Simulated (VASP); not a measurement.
Here is the system:

```
CELL_PARAMETERS angstrom
      0.00000     3.03676     3.03676
      3.03676     0.00000     3.03676
      3.03676     3.03676     0.00000
ATOMIC_POSITIONS crystal
  W  0.00000 0.00000 0.00000
  Sb 0.25000 0.25000 0.25000
```

These are PBEsol GGA, VASP's PBE PAW potentials (set 64) (plane waves; VASP 6.6.1) values and carry that method's errors. Numerical set-up: 400 eV cut-off, 12×12×12 Γ-centred mesh, tetrahedra with Blöchl corrections, potentials W_sv Sb.

Unless said otherwise, spin-orbit coupling is left out, though it shifts the bands of the heavy elements here.

Problem. Estimate the energy per atom (σ→0), band gap (on the k-mesh) with the smallest direct gap where there is one.

Solution. 
| Item | Value |
|---|---|
| band gap (on the k-mesh) | none (metal, semimetal or under 0.01 eV) |
| energy per atom (σ→0) | -7.316 eV/atom |

The absolute energy has meaning only against runs of the same code, potentials and settings.

The structure was generated: WSb was put into the zinc blende type (F-43m), which need not be its known phase. It was relaxed first, which changed the volume by -33 %. The electron count is odd and the run is not spin-polarised, which forces a metal.
